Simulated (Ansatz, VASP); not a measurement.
## One calculation of Li2Nb, two programs

The input INCAR:

```
PREC = Accurate
ENCUT = 520
EDIFF = 1E-6
ISMEAR = 0
SIGMA = 0.1
LREAL = False
LASPH = True
NELM = 150
ALGO = Normal
ISIF = 2
LWAVE = False
LCHARG = False
ISPIN = 2
MAGMOM = 0 0 0 0 1 1
LORBIT = 11
LMAXMIX = 4
GGA = PE
NBANDS = 32
```

Contents of KPOINTS:

```
regular mesh
0
Gamma
  6 6 4
```

POSCAR

```
Li2Nb
1.0
    4.7736504271      0.0000000000      0.0000000000
   -2.3868252135      4.1341025387      0.0000000000
    0.0000000000      0.0000000000      5.0758525152
Li Nb
4 2
Direct
    0.3333333333      0.6666666667      0.0000000000
    0.3333333333      0.6666666667      0.5000000000
    0.6666666667      0.3333333333      0.0000000000
    0.6666666667      0.3333333333      0.5000000000
    0.0000000000      0.0000000000      0.7296180888
    0.0000000000      0.0000000000      0.2703819112
```

Input for Ansatz:

```yaml
crystal:
  lattice:
    - [4.7736504271, 0.0, 0.0]
    - [-2.3868252135, 4.1341025387, 0.0]
    - [0.0, 0.0, 5.0758525152]
  atoms:
    - { symbol: Li, position: [0.3333333333, 0.6666666667, 0.0] }
    - { symbol: Li, position: [0.3333333333, 0.6666666667, 0.5] }
    - { symbol: Li, position: [0.6666666667, 0.3333333333, 0.0] }
    - { symbol: Li, position: [0.6666666667, 0.3333333333, 0.5] }
    - { symbol: Nb, position: [0.0, 0.0, 0.7296180888], spin: 1.0 }
    - { symbol: Nb, position: [0.0, 0.0, 0.2703819112], spin: 1.0 }
basis:
  ecutwfc: 420
kpoints:
  mp_grid: { grid: [6, 6, 4] }
hamiltonian:
  xc: pbe
scf:
  occupations: { method: gaussian, width: 0.1 }
  lower_state_search: "off"
output:
  forces: true
  stress: true
  eigenvalues: true
  populations: true
magnetization:
  spin_polarized: true
```

Change from the starting cell: the structure that the rattled cell fell into.

Alike in both runs: task single point; functional PBE; k mesh 6 × 6 × 4; occupations gaussian, width 0.1 eV; collinear spin.

|  | VASP | Ansatz |
| --- | --- | --- |
| version | VASP 6.6.1 | Ansatz 0.2.0 |
| potentials or method | VASP PAW PBE potentials, release 64 (Li_sv, Nb_sv) | scalar-relativistic, plane waves, PAW |
| plane-wave cutoff (eV) | 520 | 420 |
| valence electrons in the cell | 38 | 38 |

|  | VASP | Ansatz | Ansatz less VASP |
| --- | --- | --- | --- |
| gap on the k mesh at the Fermi level (eV) | none | none | - |
| rms of the force components (eV/Å) | 0.017 | 0.007 | -0.0098 |
| net moment per atom (μB) | 0.00 | 0.00 | 0.000 |

Atom by atom the forces differ by 0.010 eV/Å (rms over components). A gap of «none» marks a metal or a gap that the smearing closes. Ansatz warned: «seeded_moment_not_kept».
